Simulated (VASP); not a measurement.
# Splitting of the Δ valleys of Si under biaxial strain in the (110) plane, TB-mBJ with spin-orbit coupling on LDA geometries

Compressing silicon by 2 % in the (110) plane separates its conduction valleys by 0.234 eV, while stretching it by the same amount separates them by only 0.059 eV, with the opposite sign. If each valley simply shifted in proportion to the strain, the two numbers would be equal in size. The difference matters for strained channels, because the valleys that lie lowest hold the electrons and so set their effective mass along the current and their scattering between valleys. We follow the valley along [001], the cube axis lying in the strained plane, and the valley along [100], which is equivalent to [010] and inclined to that plane. The splitting is the [100] energy less the [001] energy, so a positive value means that [001] is lowest.

## Set-up

The start is a typed prototype cell. The crystal was relaxed with LDA. Equal strain is imposed in the (110) plane; the strain along the normal is adjusted until the normal stress vanishes, and the atoms are relaxed with LDA. VASP 6.6.1, plane waves with PAW, cutoff 450 eV, no spin polarisation. Band edges are single points at TB-mBJ with spin-orbit coupling on these cells, k mesh 8×8×8, read on short lines of k points at the zone centre and through the valleys; energies are counted from the valence-band top at the zone centre.  All levels use the PAW data sets made with LDA.

Notes on method and selection:

- A valley's energy from the valence-band top holds the shift of that top as well as the shift of the valley.
- The TB-mBJ parameter c is fixed anew from the density of each cell, so it changes along the series.
- Runs that did not converge, have known faults or may not be shown are not listed, and runs on Ansatz's PAW sets soft_1 and soft_2 are kept to separate tables.

Columns:

- strain (%): strain in the plane (tension positive).
- splitting (eV): valley along [100] less valley along [001].
- Δ [001] (eV): minimum of the conduction band along Γ–X in the [001] direction.
- Δ [100] (eV): minimum of the conduction band along Γ–X in the [100] direction.
- L [111] (eV): conduction level at L along [111].
- L [-111] (eV): conduction level at L along [-111].
- Γ level (eV): lowest conduction level at Γ.

## Results

| member | strain (%) | splitting (eV) | Δ [001] (eV) | Δ [100] (eV) | L [111] (eV) | L [-111] (eV) | Γ level (eV) |
| --- | --- | --- | --- | --- | --- | --- | --- |
| −2 % | −2.0 | 0.2339 | 0.857 | 1.090 | 2.401 | 2.031 | 2.934 |
| −1.5 % | −1.5 | 0.1564 | 0.972 | 1.128 | 2.369 | 2.100 | 3.005 |
| −1 % | −1.0 | 0.0913 | 1.071 | 1.162 | 2.333 | 2.160 | 3.071 |
| −0.5 % | −0.5 | 0.0397 | 1.153 | 1.193 | 2.296 | 2.212 | 3.133 |
| 0 % | 0.0 | 0.0000 | 1.220 | 1.220 | 2.255 | 2.255 | 3.177 |
| +0.5 % | 0.5 | −0.0295 | 1.215 | 1.185 | 2.153 | 2.230 | 3.107 |
| +1 % | 1.0 | ? | ? | ? | ? | ? | ? |
| +1.5 % | 1.5 | −0.0579 | 1.157 | 1.099 | 1.935 | 2.150 | 2.921 |
| +2 % | 2.0 | −0.0593 | 1.117 | 1.058 | 1.828 | 2.103 | 2.830 |

Cells marked ? are withheld until the estimate has been made.

Least-squares fits to the members shown, with x = strain (%); R² and errors in the fitted variable (y, or ln y where the fit is in ln y):

| y | members | fit | R² | rms residual | leave-one-out rms | the same for the mean of the others |
| --- | --- | --- | --- | --- | --- | --- |
| splitting (eV) | 8 | y = 0.03793 − 0.07113 x | 0.89 | 0.034 | 0.050 | 0.11 |
| Δ [001] (eV) | 8 | y = 1.103 + 0.06146 x | 0.48 | 0.085 | 0.12 | 0.13 (fit hardly better) |

## Reading the trend

Under compression the pair of valleys along ±[001] is lowest; under tension it is the four along ±[100] and ±[010]. In every row shown the L and Γ levels lie higher than both kinds of Δ valley.

The sign follows from the uniaxial deformation potential Ξu, which is positive for the Δ valleys of silicon: a valley drops when its own axis is shortened relative to the others. The [001] axis takes the full in-plane strain ε∥, whereas [100] takes the mean of ε∥ and the strain ε⊥ along the normal. To first order the splitting is therefore Ξu(ε⊥ − ε∥)/2, which is positive under compression, when the normal expands.

This term changes sign with the strain, but the computed splitting has a second part that does not. At 2 % the part odd in strain has the size (0.2339 + 0.0593)/2 = 0.1466 eV, and the even part is (0.2339 − 0.0593)/2 = 0.0873 eV. Between 1.5 % and 2 % the even part grows by a factor (0.2339 − 0.0593)/(0.1564 − 0.0579) = 1.77, close to the (2.0/1.5)² = 1.78 of a quadratic term.

Theory supplies the cause. Strain in the (110) plane also shears the cube face normal to [001]. That shear couples the two conduction bands that meet at X on the [001] axis, pushing the lower one down whichever way the shear goes and moving its minimum towards X. Such a move is found here under compression. The [100] and [010] valleys do not feel this shear in the same way. The extra lowering of [001] thus adds to the splitting under compression and works against it under tension, where the splitting almost levels off between +1.5 % and +2 %.

Both valley energies are highest in the unstrained cell. Part of their fall on either side comes from the valence-band top, which rises as its two highest levels separate; this common shift cancels in the splitting.

## An estimate before looking

Plain estimates from the members shown:

- +1 %, fit at x = 1.0: −0.0332 eV
- +1 %, straight-line interpolation between +0.5 % and +1.5 %: w = (1.0 − 0.5) / (1.5 − 0.5) = 0.500, so −0.0295 + 0.500 × (−0.0579 − (−0.0295)) = −0.0437 eV

The straight-line fit is unsuitable for +1 %: it gives 0.038 eV at zero strain, where symmetry requires zero. Interpolation between the two neighbours is better, but the splitting curves upwards with strain, so a chord lies above it and −0.0437 eV should be too small in size.

We therefore pass a cubic through the four nearest members on the tension side, zero strain included. For a point midway between evenly placed neighbours, with the next pair twice as far away, the weights are 2/3 for each inner member and −1/6 for each outer one:

(2/3) × (−0.0295 − 0.0579) − (1/6) × (0.0000 − 0.0593) = −0.0484 eV.

The same formula can be tried on two members under compression. At −1 % it gives (2/3) × (0.1564 + 0.0397) − (1/6) × (0.2339 + 0.0000) = 0.0917 eV, against 0.0913 eV in the table. At −0.5 %, from the members at −1.5, −1, 0 and +0.5 %, it gives 0.0397 eV, equal to the tabulated value.

The mechanism calls for no further shift, since the linear and quadratic terms are both contained in a cubic. We take the error from the larger of the two misses, rounded up to 0.0005 eV. The [100] and [010] valleys should then be lowest at +1 %.

**Committed estimate, +1 %: splitting = −0.0484 ± 0.0005 eV.**

## The answer

| member | strain (%) | splitting (eV) | Δ [001] (eV) | Δ [100] (eV) | L [111] (eV) | L [-111] (eV) | Γ level (eV) |
| --- | --- | --- | --- | --- | --- | --- | --- |
| +1 % | 1.0 | −0.0490 | 1.191 | 1.142 | 2.044 | 2.192 | 3.014 |

| member | estimate | splitting (eV) | computed | estimate − computed | miss in error bars |
| --- | --- | --- | --- | --- | --- |
| +1 % | committed | −0.0484 | −0.0490 | +0.0006 | 1.2 |
| +1 % | fit | −0.0332 | −0.0490 | +0.0158 |  |
| +1 % | interpolation | −0.0437 | −0.0490 | +0.0053 |  |

The estimate of −0.0484 eV lies 0.0006 eV above the computed −0.0490 eV, just outside its error bar. It is still much closer than the straight-line interpolation, which misses by 0.0053 eV, or the fit, which misses by 0.0158 eV. The curvature argument held in sign and nearly in full size, and the [100] and [010] valleys are lowest, as expected. The error bar was somewhat too narrow, as it rested on only two trials, both under compression.

With both members at 1 % known, the part of the splitting that keeps its sign when the strain is reversed is (0.0913 − 0.0490)/2 = 0.0212 eV. A quarter of the corresponding part at 2 % is 0.0873/4 = 0.0218 eV, so growth with the square of the strain holds here too. That is what the shear coupling of the two bands at X gives to lowest order.

## Members off the line

Least-squares fits to the whole series, with x = strain (%); R² and errors in the fitted variable (y, or ln y where the fit is in ln y):

| y | members | fit | R² | rms residual | leave-one-out rms | the same for the mean of the others |
| --- | --- | --- | --- | --- | --- | --- |
| splitting (eV) | 9 | y = 0.03618 − 0.07218 x | 0.89 | 0.032 | 0.046 | 0.11 |
| Δ [001] (eV) | 9 | y = 1.106 + 0.06323 x | 0.51 | 0.080 | 0.11 | 0.13 |

Largest departures from the fit to the whole series:

| member | splitting (eV) | fit | computed − fit | in rms residuals |
| --- | --- | --- | --- | --- |
| −2 % | 0.2339 | 0.1805 | +0.0534 | 1.7 |
| +2 % | −0.0593 | −0.1082 | +0.0489 | 1.5 |
| 0 % | 0.0000 | 0.0362 | −0.0362 | 1.1 |
| −0.5 % | 0.0397 | 0.0723 | −0.0326 | 1.0 |

The largest departures come from fitting a straight line to a curved series, and no single member is at fault. Both ends lie above the line, −2 % by 0.0534 eV and +2 % by 0.0489 eV, while 0 % and −0.5 % lie below it by 0.0362 and 0.0326 eV.

A quadratic term of 0.0212 eV per (%)² accounts for these sizes. The mean of x² over the nine members is 2 × (4 + 2.25 + 1 + 0.25) / 9 = 1.67, so a straight line absorbs 0.0212 × 1.67 = 0.035 eV as a constant. What remains is 0.0212 × 4 − 0.035 = +0.050 eV at either end and −0.035 eV at zero strain, close to the listed departures.

The −2 % member stands slightly higher than this. Its normal expands by a little more than in proportion to the in-plane strain, which increases the splitting and so has the right sign.

## Conclusions and limits

The two members at 1 % give an odd part of size (0.0913 + 0.0490)/2 = 0.0702 eV, beside the even part of 0.0212 eV. Between −2 % and +2 %, with the normal free of stress, the splitting in eV then follows −0.0702 x + 0.0212 x², with x the strain in %. On the other six strained members the rms miss is 0.004 eV, against 0.11 eV for the mean of the others over the whole series; the largest miss is 0.009 eV, at −2 %.

At +1 % and room temperature, where the thermal energy is roughly 0.026 eV, each [001] valley holds about exp(−0.0490/0.026) = 0.15 times the electrons of a [100] valley, if their masses are taken as equal. The two upper valleys then hold 2 × 0.15/(4 + 2 × 0.15) = 0.07 of the electrons.

The splitting spans 0.2339 + 0.0593 = 0.2932 eV over the series, and we know of no omitted effect as large as that. Lattice vibrations, zero-point motion included, lower the gap by roughly 0.1 eV at room temperature, but most of that is common to both kinds of valley.
